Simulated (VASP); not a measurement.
Consider the following.

```
ZrB2
1.0
    1.56702    -2.71417     0.00000
    1.56702     2.71417     0.00000
    0.00000     0.00000     3.49393
Zr B
1 2
Direct
  0.00000   0.00000   0.00000
  0.33333   0.66667   0.50000
  0.66667   0.33333   0.50000
```

Method: LDA (Ceperley-Alder, Perdew-Zunger), VASP's LDA PAW potentials (set 64) (plane waves; VASP 6.6.1). Run with 520 eV cut-off, Gaussian smearing of 0.050 eV, potentials Zr_sv B.

Q: Estimate the band gap (along the path) with the smallest direct gap where there is one.

A: 
```
Item                                                         Result
-------------------------  ----------------------------------------
band gap (along the path)  none (metal, semimetal or under 0.01 eV)
```

The compound is ZrB2 in the AlB2 type structure. It was relaxed first.
